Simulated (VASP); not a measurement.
These are PBE GGA, VASP's PBE PAW potentials (set 64) (plane waves; VASP) values and carry that method's errors.

VASP ran on this input.

**INCAR**
```
ALGO=Normal
EDIFF=1E-7
EDIFFG=-0.01
ENCUT=600
GGA=PE
IBRION=2
ISIF=3
ISMEAR=1
LASPH=.TRUE.
LCHARG=.FALSE.
LMAXMIX=6
LREAL=.FALSE.
LWAVE=.FALSE.
NELM=100
NSW=40
PREC=Accurate
PSTRESS=100
SIGMA=0.1
SYSTEM=HfN
```

File POSCAR:
```
HfN
1.0
  0.0000000000   2.2671672371   2.2671672371
  2.2671672371   0.0000000000   2.2671672371
  2.2671672371   2.2671672371   0.0000000000
Hf N
1 1
Cartesian
  0.0000000000   0.0000000000   0.0000000000
  2.2671672371   2.2671672371   2.2671672371
```

**KPOINTS**
```
Automatic mesh
0
Gamma
14 14 14
0 0 0
```

POTCAR, in this order: Hf_pv N (PBE.64 set). Program: vasp_std.

Output of the run:

OUTCAR:
```
 ion  position               nearest neighbor table
   1  0.000  0.000  0.000-   2 2.27   2 2.27   2 2.27   2 2.27   2 2.27   2 2.27
   2  0.500  0.500  0.500-   1 2.27   1 2.27   1 2.27   1 2.27   1 2.27   1 2.27
  LATTYP: Found a face centered cubic cell.
 ALAT       =     4.5343344742
 Subroutine PRICEL returns:
 Original cell was already a primitive cell.
 Subroutine GETGRP returns: Found 48 space group operations
The static configuration has the point symmetry O_h .
The dynamic configuration has the point symmetry O_h .
 Subroutine INISYM returns: Found 48 space group operations
 Subroutine IBZKPT returns following result:
 Found    104 irreducible k-points:

 Following reciprocal coordinates:
            Coordinates               Weight
  0.000000  0.000000  0.000000      1.000000
  0.071429  0.000000  0.000000      8.000000
  0.142857  0.000000  0.000000      8.000000
  0.214286  0.000000  0.000000      8.000000
  0.285714  0.000000  0.000000      8.000000
  0.357143  0.000000  0.000000      8.000000
  0.428571  0.000000  0.000000      8.000000
  0.500000  0.000000  0.000000      4.000000
  0.071429  0.071429  0.000000      6.000000
...
```

### OSZICAR
```
       N       E                     dE             d eps       ncg     rms          rms(c)
DAV:   1     0.443206005099E+02    0.44321E+02   -0.88648E+03  2288   0.143E+03
DAV:   2    -0.221606611648E+02   -0.66481E+02   -0.63092E+02  3034   0.279E+02
DAV:   3    -0.247393228893E+02   -0.25787E+01   -0.25456E+01  2937   0.487E+01
DAV:   4    -0.247643649283E+02   -0.25042E-01   -0.24856E-01  2832   0.457E+00
DAV:   5    -0.247648572055E+02   -0.49228E-03   -0.49133E-03  3061   0.485E-01    0.482E+01
DAV:   6    -0.218386052994E+02    0.29263E+01   -0.15655E+01  2741   0.291E+01    0.401E+01
DAV:   7    -0.217788201969E+02    0.59785E-01   -0.73699E-01  2621   0.793E+00    0.263E+01
DAV:   8    -0.217689686667E+02    0.98515E-02   -0.15366E-01  2687   0.377E+00    0.682E+00
DAV:   9    -0.217559950798E+02    0.12974E-01   -0.70943E-02  2746   0.193E+00    0.152E+00
DAV:  10    -0.217556289556E+02    0.36612E-03   -0.21219E-03  2708   0.453E-01    0.440E-01
DAV:  11    -0.217556180541E+02    0.10902E-04   -0.36349E-04  2823   0.161E-01    0.373E-02
DAV:  12    -0.217556150427E+02    0.30114E-05   -0.14793E-05  2736   0.403E-02    0.424E-02
DAV:  13    -0.217556144774E+02    0.56526E-06   -0.97668E-07  2887   0.102E-02    0.185E-03
DAV:  14    -0.217556144588E+02    0.18657E-07   -0.48295E-08  1513   0.207E-03
   1 F= -.20300926E+02 E0= -.20300743E+02  d E =-.203009E+02
       N       E                     dE             d eps       ncg     rms          rms(c)
DAV:   1    -0.220931927864E+02   -0.33758E+00   -0.16495E+01  2288   0.426E+01    0.148E+01
DAV:   2    -0.216467903877E+02    0.44640E+00   -0.66619E-01  2396   0.835E+00    0.691E+00
DAV:   3    -0.215110657621E+02    0.13572E+00   -0.29603E-01  2507   0.560E+00    0.381E+00
DAV:   4    -0.215080390537E+02    0.30267E-02   -0.12160E-02  2879   0.117E+00    0.247E+00
DAV:   5    -0.215077096355E+02    0.32942E-03   -0.12053E-03  2752   0.310E-01    0.315E-01
DAV:   6    -0.215076947304E+02    0.14905E-04   -0.17325E-04  2848   0.137E-01    0.472E-02
DAV:   7    -0.215076914689E+02    0.32614E-05   -0.73449E-06  2722   0.309E-02    0.156E-02
DAV:   8    -0.215076905460E+02    0.92293E-06   -0.13510E-06  2744   0.922E-03    0.205E-03
DAV:   9    -0.215076904127E+02    0.13335E-06   -0.19196E-07  2164   0.312E-03    0.266E-03
DAV:  10    -0.215076904258E+02   -0.13093E-07   -0.87476E-09  1402   0.101E-03
   2 F= -.20201794E+02 E0= -.20201670E+02  d E =0.991317E-01
       N       E                     dE             d eps       ncg     rms          rms(c)
DAV:   1    -0.220016643455E+02   -0.49397E+00   -0.76006E+00  2288   0.286E+01    0.102E+01
DAV:   2    -0.217976002841E+02    0.20406E+00   -0.34200E-01  2387   0.584E+00    0.491E+00
DAV:   3    -0.217345648982E+02    0.63035E-01   -0.14104E-01  2506   0.368E+00    0.280E+00
DAV:   4    -0.217332746672E+02    0.12902E-02   -0.70966E-03  2892   0.897E-01    0.168E+00
DAV:   5    -0.217330452689E+02    0.22940E-03   -0.10031E-03  2673   0.283E-01    0.175E-01
DAV:   6    -0.217330337664E+02    0.11503E-04   -0.93202E-05  2850   0.106E-01    0.459E-02
DAV:   7    -0.217330334832E+02    0.28319E-06   -0.34873E-06  2727   0.199E-02    0.168E-02
DAV:   8    -0.217330333539E+02    0.12925E-06   -0.59391E-07  2723   0.567E-03    0.133E-03
DAV:   9    -0.217330334111E+02   -0.57137E-07   -0.80427E-08  1465   0.209E-03
   3 F= -.20326593E+02 E0= -.20326437E+02  d E =-.256674E-01
       N       E                     dE             d eps       ncg     rms          rms(c)
DAV:   1    -0.217320004801E+02    0.10329E-02   -0.82938E-04  2303   0.297E-01    0.993E-02
DAV:   2    -0.217319780020E+02    0.22478E-04   -0.37149E-05  2411   0.602E-02    0.461E-02
DAV:   3    -0.217319714617E+02    0.65403E-05   -0.14722E-05  2515   0.380E-02    0.276E-02
DAV:   4    -0.217319714946E+02   -0.32823E-07   -0.76550E-07  2877   0.923E-03
   4 F= -.20326609E+02 E0= -.20326453E+02  d E =-.256833E-01
```

OUTCAR:
```
------------------------ aborting loop because EDIFF is reached ----------------------------------------
  FORCE on cell =-STRESS in cart. coord.  units (eV):
  Direction    XX          YY          ZZ          XY          YZ          ZX
  --------------------------------------------------------------------------------------
  Total        1.4028508      1.4028508      1.4028508      0.0000000     -0.0000000      0.0000000
  in kB       99.8212738     99.8212738     99.8212738      0.0000000     -0.0000000      0.0000000
  external PRESSURE =      -0.1787262 kB  Pullay stress =     100.0000000 kB
  volume of cell :       22.52
      direct lattice vectors                 reciprocal lattice vectors
     0.000000000  2.241246647  2.241246647    -0.223090127  0.223090127  0.223090127
     2.241246647  0.000000000  2.241246647     0.223090127 -0.223090127  0.223090127
     2.241246647  2.241246647  0.000000000     0.223090127  0.223090127 -0.223090127
 POSITION                                       TOTAL-FORCE (eV/Angst)
 -----------------------------------------------------------------------------------
      4.48249      4.48249      4.48249        -0.000000      0.000000     -0.000000
      2.24125      2.24125      2.24125         0.000000     -0.000000      0.000000
 -----------------------------------------------------------------------------------
    total drift:                                0.000000      0.000000      0.000000
  FREE ENERGIE OF THE ION-ELECTRON SYSTEM (eV)
  ---------------------------------------------------
  free  energy   TOTEN  =       -21.7319714946 eV

  energy  without entropy=      -21.7315048121  energy(sigma->0) =      -21.73181593
  enthalpy is  TOTEN    =       -20.3266089600 eV   P V=        1.4053625346

 reached required accuracy - stopping structural energy minimisation
```
(Selected blocks of OUTCAR.)

### CONTCAR
```
HfN
   1.00000000000000
     0.0000000000000000    2.2412466465313812    2.2412466465313812
     2.2412466465313812    0.0000000000000000    2.2412466465313812
     2.2412466465313812    2.2412466465313812    0.0000000000000000
  Hf              N
     1     1
Direct
     1.0000000000000000    1.0000000000000000    1.0000000000000000
     0.5000000000000000    0.5000000000000000    0.5000000000000000
```

File OUTCAR:
```
 val. band max:        8.5763655087   @ k =   0.5000   0.2143   0.0000

 cond. band min:       8.6201157634   @ k =   0.3571   0.1429   0.0714


 Fermi energy:         8.5970688561

 k-point     1 :       0.0000    0.0000    0.0000
  band No.  band energies     occupation
      1     -22.4608      2.00000
      2     -22.4608      2.00000
      3     -22.4608      2.00000
      4      -9.0531      2.00000
      5       5.5429      2.00000
      6       5.5429      2.00000
      7       5.5429      2.00000
      8       8.2380      2.00000
      9       8.2380      2.00000
     10       8.2380      2.00000
     11      10.6250      0.00000

 k-point     2 :       0.0714    0.0000    0.0000
  band No.  band energies     occupation
      1     -22.5184      2.00000
      2     -22.4654      2.00000
      3     -22.4654      2.00000
      4      -8.9290      2.00000
      5       5.0214      2.00000
      6       5.2322      2.00000
      7       5.2322      2.00000
      8       8.3825      2.00972
      9       8.4171      2.02886
     10       8.4171      2.02886
     11      10.9985      0.00000

 k-point     3 :       0.1429    0.0000    0.0000
  band No.  band energies     occupation
      1     -22.6759      2.00000
      2     -22.4785      2.00000
      3     -22.4785      2.00000
      4      -8.5775      2.00000
      5       3.9093      2.00000
      6       4.5528      2.00000
      7       4.5528      2.00000
      8       8.6230      0.57681
      9       8.8800     -0.00047
     10       8.8800     -0.00047
     11      11.9115      0.00000

 k-point     4 :       0.2143    0.0000    0.0000
  band No.  band energies     occupation
      1     -22.8943      2.00000
      2     -22.4972      2.00000
      3     -22.4972      2.00000
      4      -8.0554      2.00000
      5       2.6707      2.00000
      6       3.8196      2.00000
      7       3.8196      2.00000
      8       8.9552     -0.00001
      9       9.5631     -0.00000
...
```

Energy and stress use the plane-wave basis of the starting cell. Unless said otherwise, spin-orbit coupling is left out, though it shifts the bands of the heavy elements here.

The compound is HfN in the rock salt structure. This run relaxes it under an external pressure of 10 GPa. Symmetry was kept, so distortions that lower it aren't found. The electron count is odd and the run is not spin-polarised, which forces a metal.
